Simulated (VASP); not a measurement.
Input for VASP

File POSCAR:
```
Ge
1
    3.9918978710     0.0000000000    -0.0000000000
   -1.9959489355     3.4570844738    -0.0000000000
    0.0000000000     0.0000000000     6.5783375570
Ge
4
Direct
  0.6666670000   0.3333330000   0.0629374565
  0.3333330000   0.6666670000   0.9370625435
  0.3333330000   0.6666670000   0.5629374565
  0.6666670000   0.3333330000   0.4370625435
```

**KPOINTS**
```
K-points
0
G
 8 8 4
```

INCAR:
```
SYSTEM = Ge
PREC = Accurate
ENCUT = 400
EDIFF = 1E-6
NELM = 100
ALGO = Normal
LREAL = .FALSE.
LASPH = .TRUE.
ISMEAR = 1
SIGMA = 0.1
METAGGA = R2SCAN
LMIXTAU = .TRUE.
LMAXMIX = 4
LWAVE = .FALSE.
LCHARG = .FALSE.
IBRION = 2
ISIF = 3
NSW = 60
EDIFFG = -0.02
```

POTCAR, in this order: Ge_d (PBE.64 set). Program: vasp_std.

**Question.** Translate this r2SCAN calculation to Ansatz.

**Answer.** One equivalent input (not run):
Ansatz 0.2 input:
```yaml
crystal:
  lattice:
    - [3.9918979, 0.0000000, 0.0000000]
    - [-1.9959489, 3.4570845, 0.0000000]
    - [0.0000000, 0.0000000, 6.5783376]
  atoms:
    - { symbol: Ge, position: [0.6666670, 0.3333330, 0.0629375] }
    - { symbol: Ge, position: [0.3333330, 0.6666670, 0.9370625] }
    - { symbol: Ge, position: [0.3333330, 0.6666670, 0.5629375] }
    - { symbol: Ge, position: [0.6666670, 0.3333330, 0.4370625] }
kpoints:
  mp_grid: { grid: [8, 8, 4] }
hamiltonian:
  xc: r2scan
  pseudopotentials: { kind: paw }
scf:
  occupations: { method: methfessel_paxton, width: 0.1 }
  max_iter: 100
relax:
  max_steps: 60
  f_tol: 0.02
  cell: {}
output: { forces: true, stress: true, eigenvalues: true }
```
Limits of the translation: each code has its own PAW files, so the cut-off isn't converted (ENCUT is set for VASP's; basis.ecutwfc is left out, and Ansatz then takes the one that its files recommend); Ansatz stops its SCF on the density residual and VASP on the energy change (EDIFF).

The structure comes from a computed database's Ge entry (P6_3/mmc); how it stands against other phases isn't given here. This run relaxes it. Symmetry was kept, so distortions that lower it aren't found. The start is the result of an earlier pass.
